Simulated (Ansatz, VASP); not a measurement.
# TiO2 (Anatase) in two plane-wave programs, part 2 of 2

Wanted: the spread between two codes on one cell, functional and k mesh. The cell is taken from a series of runs on this material, whose earlier steps may have relaxed, scaled, displaced or heated it; both programs get it as it stands.

VASP 6.6.1 and Ansatz 0.2.0.

So far. Step 2 (VASP: single point, HSE06): The run ends at a pressure of -7.61 GPa, with forces up to 0.24 eV/Å.

**3. Ansatz: single point, HSE06**

Level of this step: Ansatz beside VASP: Kohn-Sham DFT, plane waves, HSE06 (Ansatz).

Ansatz runs on its default PAW (the set named soft_2) files.

The same cell, functional and mesh now go to Ansatz, which takes its cutoff from its data sets.

The input, input.yaml:

```yaml
crystal:
  lattice:
    - [-1.911021, 1.911021, 4.804873]
    - [1.911021, -1.911021, 4.804873]
    - [1.911021, 1.911021, -4.804873]
  atoms:
    - { symbol: Ti, position: [0.0, 0.0, 0.0] }
    - { symbol: Ti, position: [0.75, 0.25, 0.5] }
    - { symbol: O, position: [0.2075724692, 0.2075724692, 0.0] }
    - { symbol: O, position: [0.9575724692, 0.4575724692, 0.5] }
    - { symbol: O, position: [0.5424275308, 0.0424275308, 0.5] }
    - { symbol: O, position: [0.7924275308, 0.7924275308, 0.0] }
kpoints:
  mp_grid: { grid: [6, 6, 6] }
  band_path:
    path:
      - [0.0, 0.0, 0.0]
      - [0.0, 0.0, 0.5]
      - [0.25, 0.25, 0.25]
      - [0.0, 0.5, 0.0]
      - [0.5, 0.5, -0.5]
      - [0.28954641, 0.71045359, -0.28954641]
      - [-0.28954641, 0.28954641, 0.28954641]
      - [-0.07909283, 0.07909283, 0.5]
      - [0.0, 0.0, 0.45]
      - [0.25, 0.25, -0.25]
    npoints: 1
hamiltonian:
  xc: hse06
scf:
  occupations: { method: fixed }
  n_extra_bands: 6
output:
  eigenvalues: true
```

Command:

```
ansatz run input.yaml --threads 3 --pin off --max-ram 92160MiB --backend cuda --devices 1 --max-vram 13GiB --events-out ev --progress --plain --runs-dir out
```

Numbers of over 12 decimals in the logs are rounded to 6 here.

The program printed:

```text
basis.fft_grid_basis auto: the FFT boxes are laid along the combinations [[1, 0, 1], [0, 1, 1], [0, 0, 1]] of the cell's own vectors, 3.822, 3.822 and 5.513 Å long. The dense box has 27×27×40 points. Along the cell's own vectors, as sized, it would have 40×40×40, 2.19 times as many. Of the 16 symmetry operations that the crystal satisfies within crystal.symmetry.tolerance (time reversal apart; of a slab, those that k [...]
scf.n_extra_bands = 6 over 24 filled bands (N_el = 48.0): the run solves 30 bands
GPUs: using 1 of 1 available (devices: 1).
Engine: ansatz 0.2.0, x86_64-unknown-linux-gnu
Pseudopotentials: kind: paw
Pseudopotential: Ti, paw, valence charge 12, recommended cutoff 420 eV (normal), Ti.paw.azcp
Pseudopotential: O, paw, valence charge 6, recommended cutoff 420 eV (normal), O.paw.azcp
Functional definition: HSE06
  parameter a = 0.25
  parameter omega = 0.11/bohr
  exchange = pbe_x - a*pbe_x_sr(omega) + a*exact_x_sr(omega)
  correlation = pbe_c
davidson cushion auto → on  (no smearing: the cushion is to keep the highest requested band from converging to the state above it; pin scf.eigensolver.cushion to override)
device memory: the entry about to start is reckoned to put 1.0 GiB on a device that reports 44.1 GiB free (of which the cap on the GPU budget leaves the run 13.0 GiB)
GPU FFT provider: cuFFT
GPU libraries: cuBLAS 13.8.2, cuFFT 12.4.0, cuSOLVER 12.3.4
Crystal: 6 atoms, lattice volume = 70.190 Å³
Basis set: ecut = 420 eV, 1365 PW (Γ), FFT grids on a1+a3, a2+a3, a3
Bands: 30, of which v1, the nominal top of the filled ones, is band 24 counted from 1 (23 counted from 0)
Symmetry: 16 space group operations
Space group: I41/amd (ITA 141), of the structure as read, at distance tolerance 4.1e-5 Å
k-points: 30 of 216
Non-local potential: Ti, projectors of the file, l = 0: 3, l = 1: 2, l = 2: 3, l = 3: 1
Non-local potential: O, projectors of the file, l = 0: 2, l = 1: 2, l = 2: 1
PAW form: soft (Blöchl's): semilocal exchange-correlation on the pseudo side does not see the compensation charge
PAW frozen core: Ti, regenerated for the run's functional, and the local potential with it (the file was generated under x = pbe(κ = 0.804, μ = 0.219515), c = pbe(β = 0.066725))
PAW frozen core: O, regenerated for the run's functional, and the local potential with it (the file was generated under x = pbe(κ = 0.804, μ = 0.219515), c = pbe(β = 0.066725))
PAW one-centre angular grid: Ti, 590 points (default); XC on 64 Gauss nodes
PAW one-centre angular grid: O, 110 points (default); XC on 96 Gauss nodes
Initial density: superposition of atomic densities (neutral atoms: chi_scale 0, normalization atom), corrected by the library's trained network
Initial wavefunctions: pseudopotential atomic-orbital guess
GPU buffer pool allocated for 29160 grid points (all kernels)
GPU transforms: local potential and band sums: pruned to the plane-wave sphere, on 25×25×40
Functional: x = pbe(κ = 0.804, μ = 0.219515), c = pbe(β = 0.066725), warm-up for x = pbe(κ = 0.804, μ = 0.219515) + 0.25 (exact − pbe) at short range (hse, ω = 0.207870 Å⁻¹), c = pbe(β = 0.066725); HSE06 as pw.x's `hse` composes it (authors' and Libxc's form: `xc: wpbeh`)
SCF iter   1: F=—  HF=-7277.502306 eV  |F-HF|=—  |Δ(HF+E_count)|=         —  Δρ=3.27e-3  dr2=2.75e-3  ethr=1.77e-3  ⟨swp⟩=5.2  Hψ=3830  notcnv=0
preconditioner: auto → none  [insulator: Δε(μ)=2.129 eV  Ē_g=9.470 eV  n_scr=22 (ndim 8)  ℏωp=25.1 eV  f_vac=0.106]
SCF iter   2: F=—  HF=-7277.505509 eV  |F-HF|=—  |Δ(HF+E_count)|=   3.20e-3  Δρ=2.25e-3  dr2=2.71e-3  ethr=5.72e-6  ⟨swp⟩=4.8  Hψ=3394  notcnv=0
SCF iter   3: F=—  HF=-7277.505497 eV  |F-HF|=—  |Δ(HF+E_count)|=   1.16e-5  Δρ=1.49e-3  dr2=9.50e-4  ethr=5.65e-6  ⟨swp⟩=3.3  Hψ=2218  notcnv=0
SCF iter   4: F=-7277.505596 eV  HF=-7277.505632 eV  |F-HF|=3.59e-5  |Δ(HF+E_count)|=   1.35e-4  Δρ=6.49e-4  dr2=1.71e-4  ethr=1.98e-6  ⟨swp⟩=2.0  Hψ=1980  notcnv=0
SCF 1 stopped early in 4 iterations: F = -7277.505596 eV  dr2 = 1.71e-4
  greatest PAW one-centre occupation: 0.999 electrons in one spin orbital (limit 2), on the Ti atom at site 0 (counted from 0), in its partial waves of l = 0
device memory: the entry about to start is reckoned to put 1.4 GiB (of the 1.5 GiB reckoned in all, the device holds 0.1 GiB already) on a device that reports 44.0 GiB free (of which the cap on the GPU budget leaves the run 12.9 GiB)
GPU FFT provider: cuFFT
GPU libraries: cuBLAS 13.8.2, cuFFT 12.4.0, cuSOLVER 12.3.4
Initial density: handed on by an earlier stage of this run
Initial wavefunctions: those handed on with the density
GPU buffer pool allocated for 29160 grid points (all kernels)
GPU transforms: local potential and band sums: pruned to the plane-wave sphere, on 25×25×40
Functional: x = pbe(κ = 0.804, μ = 0.219515) + 0.25 (exact − pbe) at short range (hse, ω = 0.207870 Å⁻¹), c = pbe(β = 0.066725); HSE06 as pw.x's `hse` composes it (authors' and Libxc's form: `xc: wpbeh`)
Exchange kernel: α = 0.2500, screened, ω = 0.2079 Å⁻¹, Wigner–Seitz truncation, v(0) = 1046.7324 eV·Å³, q-mesh 6×6×6, nearest image of the exchange supercell L = 22.93 Å, pair-density grid 24×24×36, without the augmentation charges, whose exchange is taken in its separable form by FFT convolution over the k-point mesh (the finest that the files' search goes to), smooth part of the exact exchange by density-matrix convolution in up to 5.70 GiB of GPU memory as planned if the GPU has room (build and FFT work areas not counted)
Frozen-core exchange: fock
SCF iter   1: F=—  HF=-7276.206826 eV  |F-HF|=—  |Δ(HF+E_count)|=         —  Δρ=3.39e-2  dr2=1.13e0  ethr=3.57e-6  ⟨swp⟩=7.0  Hψ=5066  notcnv=0
preconditioner: auto → none  [insulator: Δε(μ)=4.420 eV  Ē_g=12.441 eV  n_scr=22 (ndim 8)  ℏωp=25.1 eV  f_vac=0.107]
SCF iter   2: F=—  HF=-7276.071251 eV  |F-HF|=—  |Δ(HF+E_count)|=   1.36e-1  Δρ=3.45e-2  dr2=8.22e-1  ethr=3.57e-6  ⟨swp⟩=6.7  Hψ=4512  notcnv=0
SCF iter   3: F=—  HF=-7275.901279 eV  |F-HF|=—  |Δ(HF+E_count)|=   1.70e-1  Δρ=4.65e-3  dr2=2.03e-2  ethr=3.57e-6  ⟨swp⟩=5.4  Hψ=3996  notcnv=0
SCF iter   4: F=—  HF=-7275.947222 eV  |F-HF|=—  |Δ(HF+E_count)|=   4.59e-2  Δρ=3.81e-3  dr2=1.39e-2  ethr=3.57e-6  ⟨swp⟩=3.9  Hψ=2948  notcnv=0
iter 5 solved again at ethr=2.63e-7 eV; its pass at ethr=3.57e-6 eV (dr2=1.26e-4 eV) is discarded
SCF iter   5: F=—  HF=-7275.943672 eV  |F-HF|=—  |Δ(HF+E_count)|=   3.55e-3  Δρ=7.63e-4  dr2=1.62e-4  ethr=2.63e-7  ⟨swp⟩=2.0  Hψ=5000  notcnv=0
SCF iter   6: F=-7275.944206 eV  HF=-7275.944219 eV  |F-HF|=1.28e-5  |Δ(HF+E_count)|=   5.47e-4  Δρ=2.18e-4  dr2=2.26e-5  ethr=2.63e-7  ⟨swp⟩=3.8  Hψ=2821  notcnv=0
SCF 2 stopped early in 6 iterations: F = -7275.944206 eV  dr2 = 2.26e-5
  greatest PAW one-centre occupation: 1.000 electrons in one spin orbital (limit 2), on the Ti atom at site 1 (counted from 0), in its partial waves of l = 0
hybrid outer 1: dexx = +5.392e-2 eV, tail = 1.88e-4 eV
GPU FFT provider: cuFFT
GPU libraries: cuBLAS 13.8.2, cuFFT 12.4.0, cuSOLVER 12.3.4
GPU buffer pool allocated for 29160 grid points (all kernels)
GPU transforms: local potential and band sums: pruned to the plane-wave sphere, on 25×25×40
Exchange kernel: α = 0.2500, screened, ω = 0.2079 Å⁻¹, Wigner–Seitz truncation, v(0) = 1046.7324 eV·Å³, q-mesh 6×6×6, nearest image of the exchange supercell L = 22.93 Å, pair-density grid 24×24×36, without the augmentation charges, whose exchange is taken in its separable form by FFT convolution over the k-point mesh (the finest that the files' search goes to), smooth part of the exact exchange by density-matrix convolution in up to 5.70 GiB of GPU memory as planned if the GPU has room (build and FFT work areas not counted)
Frozen-core exchange: fock
SCF iter   1: F=—  HF=-7275.942975 eV  |F-HF|=—  |Δ(HF+E_count)|=         —  Δρ=1.98e-4  dr2=2.66e-5  ethr=1.96e-6  ⟨swp⟩=3.0  Hψ=2209  notcnv=0
preconditioner: auto → none  [insulator: Δε(μ)=3.605 eV  Ē_g=11.680 eV  n_scr=22 (ndim 8)  ℏωp=25.1 eV  f_vac=0.108]
iter 2 solved again at ethr=8.48e-10 eV; its pass at ethr=5.33e-8 eV (dr2=4.07e-7 eV) is discarded
SCF iter   2: F=—  HF=-7275.942969 eV  |F-HF|=—  |Δ(HF+E_count)|=   5.73e-6  Δρ=3.65e-5  dr2=1.05e-6  ethr=8.48e-10  ⟨swp⟩=3.3  Hψ=4795  notcnv=0
SCF iter   3: F=—  HF=-7275.942974 eV  |F-HF|=—  |Δ(HF+E_count)|=   4.92e-6  Δρ=2.11e-5  dr2=1.54e-7  ethr=8.48e-10  ⟨swp⟩=4.7  Hψ=3066  notcnv=0  defer=14
SCF iter   4: F=-7275.942974 eV  HF=-7275.942974 eV  |F-HF|=2.41e-9  |Δ(HF+E_count)|=   5.67e-8  Δρ=4.23e-6  dr2=2.40e-8  ethr=2.68e-10  ⟨swp⟩=3.0  Hψ=2712  notcnv=0
SCF 3 converged in 4 iterations: F = -7275.942974 eV  dr2 = 2.40e-8
hybrid outer 2: dexx = +5.426e-6 eV, tail = 1.01e-7 eV, Δε = 4.22e-3 eV (about 1.17e-4 eV left of the loop's levels)
device memory: the entry about to start is reckoned to put 0.4 GiB on a device that reports 48.8 GiB free (of which the cap on the GPU budget leaves the run 13.0 GiB)
NSCF: frozen V_eff on 10 k-points
hybrid SCF converged: 2 outer / 10 inner (+4 warm-up), last move |dexx| = 5.43e-6 eV, tail = 1.01e-7 eV
Stability not checked: this state was not tested for a lower state beside it, because the functional holds exact exchange (a hybrid, or Hartree-Fock), whose exchange loop this test does not read (fock_operator; see scf.lower_state_search)
Free energy (F): -7275.942974 eV
Frozen-core exchange: fock
Harris-Foulkes:  -7275.942974 eV  (|F-HF|=2.41e-9)
Internal energy: -7275.942974 eV  (E = F + TS)
E sigma→0 (E₀):  -7275.942974 eV
Fermi energy:    5.894414 eV
--- Per-component energies (eV) ---
  E_band       = -588.972576
  E_kinetic    = 1246.223338
  E_local      = -3595.329118  (includes V_loc(G=0)·N_el)
  E_nonlocal   = 185.086988
  E_hartree    = 1386.125975
  E_xc         = -395.901664
  E_vxc        = -496.915440  (∫ρ·V_xc dr)
  E_exx        = -156.682144  (= α·E_x^exact, valence–valence)
  E_paw        = -2657.923488  (= ΣΔE_a)
  E_vpaw       = -386.934718  (= ΣTr[D̂ρ^β])
  E_aug_tail   = 0.010120  (compensation charges beyond the density's cutoff)
  E_ewald      = -3287.102464
  E_core_change = -0.450516  (= ΣΔE_core)
  E_smearing   = -0.000000  (= −TS)
  E_closure    = -0.000000  (closes the sum)
  Σ components = -7275.942974   (vs F -7275.942974, Δ=-9.09e-13)
--- Band table (eV; the first three rows and the last of 30) ---
  k-point 0: bands = [... 20 lower, 5.1427, 5.1427, 5.4841, 5.4841, 9.4940, 10.3125, 11.4938, 11.4938, ... 2 higher]
  k-point 1: bands = [... 20 lower, 4.4852, 4.7260, 5.2378, 5.6845, 10.4202, 10.4437, 10.6580, 11.1677, ... 2 higher]
  k-point 2: bands = [... 20 lower, 3.7095, 4.9593, 5.3130, 5.8410, 10.5178, 10.7211, 10.9652, 11.3050, ... 2 higher]
  k-point 29: bands = [... 20 lower, 4.5713, 4.5713, 5.8262, 5.8262, 9.8890, 9.8890, 11.3243, 11.3243, ... 2 higher]
```

Reading the cycles: dr2 is the Hartree energy of the density residual (eV), the measure of convergence; HF is the Harris–Foulkes estimate of the energy, which meets the free energy F at convergence.

**4. Side by side**

Known differences besides the potentials themselves: exact exchange at q = 0 is treated differently, which shows on coarse meshes; VASP keeps PBE cores, Ansatz makes them for the functional; fixed occupations in Ansatz, narrow Gaussian smearing in VASP; the cutoff is 420 eV in Ansatz and 520 eV in VASP; VASP takes a coarser grid for exact exchange (PRECFOCK = Fast). Total energies have different zeros and are not compared.

Compared:

| quantity | Ansatz | VASP | difference |
| --- | --- | --- | --- |
| gap on the k mesh (eV) | 3.600 | 3.570 | +0.030 |

A gap on the mesh is an upper bound, since the band edges may lie between its points.

**5. Outcome**

```
difference in gap on the k mesh (single point, HSE06) : 0.030 eV
```

**Reading.** The difference in gap on the k mesh is 0.030 eV (single point, HSE06), within the 0.08 eV picked in this series as the mark of a large difference. How closely two codes agree says nothing of how well the functional describes the real material.

[Lines on the potential files, build, host, timing and source positions are cut from VASP's logs without a mark.]

[Logs are printed without paths, hosts, clocks, repeated set-up lines and the standing remarks that a program may print on its own settings, such as how far it seeks lower states.]

[Hosts, paths, dates, database ids (printed as entryN), source tags and the programs' standing remarks are cut or masked in the printed files.]
